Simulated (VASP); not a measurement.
Consider the following.

```
Ag
1.0
    0.00000     2.04500     2.04500
    2.04500     0.00000     2.04500
    2.04500     2.04500     0.00000
Ag
1
Direct
  0.00000   0.00000   0.00000
```

Level of theory: optB86b-vdW, VASP's PBE PAW potentials (set 64) (plane waves; VASP 6.6.1). Settings: 520 eV cut-off, 14×14×14 Γ-centred mesh, first-order Methfessel-Paxton smearing of 0.10 eV, potentials Ag.

Task: Predict the energy per atom (σ→0), band gap (on the k-mesh) with the smallest direct gap where there is one.

Result: 
The band gap (on the k-mesh) is none (metal, semimetal or under 0.01 eV) and the energy per atom (σ→0) comes out as 0.214 eV/atom.

Only differences to runs with the same potentials and settings are physical.

The compound is Ag in the fcc structure. The cell was not relaxed at this level.
